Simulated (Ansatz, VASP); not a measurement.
Two plane-wave programs on Si4BN3

```
Si B N
1.0
     2.74828    0.00000    0.00000
    -1.37414    2.38008    0.00000
     0.00000    0.00000   15.22586
Si B N
4 1 3
Direct
  0.66667 0.33333 0.49657
  0.66667 0.33333 0.33781
  0.33333 0.66667 0.04182
  0.33333 0.66667 0.20056
  0.00000 0.00000 0.77128
  0.33333 0.66667 0.77156
  0.00000 0.00000 0.53836
  0.00000 0.00000 0.00005
```

Alike in both runs: functional PBE; k mesh 6 × 6 × 2; occupations gaussian, width 0.2 eV; no spin polarisation.

Ansatz relaxed the structure, and its values are those at the end. VASP's run is a single point on that final structure, the one shown.

```csv
,VASP,Ansatz
version,VASP 6.6.1,Ansatz 0.2.0
potentials or method,"VASP PAW PBE potentials, release 64 (Si, B, N)","scalar-relativistic, plane waves, PAW"
plane-wave cutoff (eV),520,420
valence electrons in the cell,34,34
```

|  | VASP | Ansatz | Ansatz less VASP |
| --- | --- | --- | --- |
| gap on the k mesh at the Fermi level (eV) | none | none | - |
| pressure (GPa) | 0.0 | 0.1 | +0.07 |
| rms of the force components (eV/Å) | 0.025 | 0.021 | -0.0041 |

A gap of «none» marks a metal or a gap that the smearing closes. The functional is the same, so the differences come from potentials, cutoffs and numerics.

Caveats: the k mesh is coarse (spacing up to 0.44 Å⁻¹), so the values aren't converged; this functional lacks dispersion, which binds the layers, so the pressure and a relaxed spacing across them are unreliable.
